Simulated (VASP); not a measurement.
PPt: relaxation of cell and atoms with r2SCAN

Crystal: PPt.

```
Pt P
1.0
     3.74303    0.00000    0.00000
    -1.87151    3.24156    0.00000
     0.00000    0.00000    6.35374
Pt P
2 2
Cartesian
  0.0000 2.1610 2.3630
  1.8715 1.0805 5.5398
  0.0000 2.1610 0.0197
  1.8715 1.0805 3.1966
```

The cell comes from a database or a generator and needn't be the stable form of this composition.

```
Program                : VASP 6.6.1
Task                   : relaxation of cell and atoms
Functional             : r2SCAN
Potentials or basis    : VASP PAW PBE potentials, release 64 (Pt, P)
Cutoff                 : 600 eV
k mesh                 : 8 × 8 × 4
Occupations            : gaussian, width 0.05 eV
Spin                   : no spin polarisation
Further INCAR settings : ALGO = Normal; EDIFF = 1e-06; IBRION = 2; EDIFFG = -0.02; NSW = 60; ISIF = 3
```

```yaml
Relaxed_volume: 18.75 Å³/atom
Relaxed_cell: a = 3.646 Å, b = 3.646 Å, c = 6.512 Å, α = 90.00°, β = 90.00°, γ = 120.00°
Space_group_after_relaxing_to_0.05_Å: P6_3mc (No. 186)
Energy_gained_by_relaxing: 8.3 meV/atom
Ionic_steps: 12
Pressure_after_relaxing: 0.0 GPa
Largest_force_after_relaxing: 0.004 eV/Å
Band_gap_on_the_k_mesh: none (metal or under the smearing width)
```

Forces in eV/Å, atoms in the order of the input:
```
Pt   0.000  0.000  0.004
Pt   0.000  0.000  0.004
P    0.000  0.000 -0.004
P    0.000  0.000 -0.004
```

The path:
```csv
step,energy change (eV),largest force (eV/Å),pressure (GPa),volume (Å³)
1,0.0000,0.1227,-3.06,77.09
2,0.0165,0.1238,5.08,73.06
3,-0.0176,0.1272,0.12,75.36
4,-0.0202,0.0344,0.06,75.35
5,-0.0210,0.0588,0.00,75.34
6,-0.0227,0.0551,-0.04,75.33
7,-0.0274,0.0496,-0.17,75.29
8,-0.0326,0.0271,-0.50,75.19
9,-0.0328,0.0375,-0.42,75.22
10,-0.0329,0.0350,-0.44,75.21
11,-0.0324,0.0445,0.69,74.64
12,-0.0333,0.0045,0.01,74.98
```

Final structure:
```
Pt P
1.0
     3.64638    0.00000    0.00000
    -1.82319    3.15785    0.00000
     0.00000    0.00000    6.51209
Pt P
2 2
Cartesian
  0.0000 2.1052 2.3901
  1.8232 1.0526 5.6462
  0.0000 2.1052 0.0519
  1.8232 1.0526 3.3080
```

Levels at points of the mesh, in eV from the Fermi level:
```tsv
k point	band 13	band 14	band 15	band 16	band 17	band 18
(0.00, 0.00, 0.00)	-3.54	2.02	2.02	3.31	4.13	4.40
(0.50, 0.00, 0.00)	-2.60	-2.58	-1.91	-0.72	0.64	2.20
(0.00, 0.00, 0.50)	-0.63	-0.63	2.96	2.96	2.96	2.96
(0.50, 0.00, 0.50)	-3.11	-3.11	-0.14	-0.14	0.74	0.74
```

It took 20 min on 1 thread of Intel(R) Xeon(R) Platinum 8488C (Sapphire Rapids), with other jobs on the host, peak memory 0.27 GiB.

Caveat: the PAW data sets were made with another functional, which shifts forces and pressure a little. Spin-orbit coupling is left out, which matters for the levels of Pt.
